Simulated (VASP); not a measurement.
Data:

```xyz
5
Lattice="4.1710 0.0000 0.0000 0.0000 4.1710 0.0000 0.0000 0.0000 4.1710" Properties=species:S:1:pos:R:3 pbc="T T T"
Ba     0.0000     0.0000     0.0000
Hf     2.0855     2.0855     2.0855
O      2.0855     0.0000     2.0855
O      0.0000     2.0855     2.0855
O      2.0855     2.0855     0.0000
```

Level of theory: r2SCAN meta-GGA, VASP's PBE PAW potentials (set 64) (plane waves; VASP). Numerical set-up: 520 eV cut-off, 6×6×6 Γ-centred mesh, tetrahedra with Blöchl corrections, potentials Ba_sv Hf_pv O.

The cores are frozen, which limits the accuracy of field gradients.

Question: Give the principal components of the electric field gradient (V/Å²) and the asymmetry η at each nucleus.

Answer: 
```
atom  Vxx  Vyy   Vzz     η
----  ---  ---  ----  ----
Ba1   0.0  0.0   0.0     -
Hf2   0.0  0.0   0.0     -
O3    2.0  2.0  -4.0  0.00
O4    2.0  2.0  -4.0  0.00
O5    2.0  2.0  -4.0  0.00
```

The compound is BaHfO3 in the cubic perovskite structure. It was relaxed first.
